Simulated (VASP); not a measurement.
All values below come from PBEsol GGA, VASP's PBE PAW potentials (set 64) (plane waves; VASP 6.6.1).

VASP ran on this input.

File POSCAR:
```
NaH2Pd3
1
    2.8265700000    -4.3103050000     0.0000000000
    2.8265700000     4.3103050000     0.0000000000
    0.0000000000     0.0000000000     2.8135600000
Na H Pd
1 2 3
Direct
  0.5000000000   0.5000000000   0.0000000000
  0.2156300000   0.7843700000   0.0000000000
  0.7843700000   0.2156300000   0.0000000000
  0.0000000000   0.0000000000   0.0000000000
  0.5000000000   0.0000000000   0.5000000000
  0.0000000000   0.5000000000   0.5000000000
```

**KPOINTS**
```
Automatic mesh
0
G
 5 5 8
```

### INCAR
```
ALGO = Normal
EDIFF = 1E-6
ENCUT = 300
GGA = PS
ISIF = 2
ISMEAR = -1
LASPH = .True.
LCHARG = .False.
LMAXMIX = 4
LREAL = .False.
LWAVE = .False.
NELM = 100
PREC = Accurate
SIGMA = 0.1
SYSTEM = NaH2Pd3
```

POTCAR, in this order: Na_pv H Pd (PBE.64 set). Program: vasp_std.

**Question.** What will the output report for the number of irreducible k-points (NKPTS), largest plane-wave count, number of space-group operations, FFT grid (NGX, NGY, NGZ)?

**Answer.** 
The number of irreducible k-points (NKPTS) is 45. The largest plane-wave count is 828. The number of space-group operations is 8 and the FFT grid (NGX, NGY, NGZ) is 30 × 30 × 16.

The structure comes from a computed database's NaH2Pd3 entry (Cmmm); how it stands against other phases isn't given here. The cell was not relaxed at this level. The electron count is odd and the run is not spin-polarised, which forces a metal.
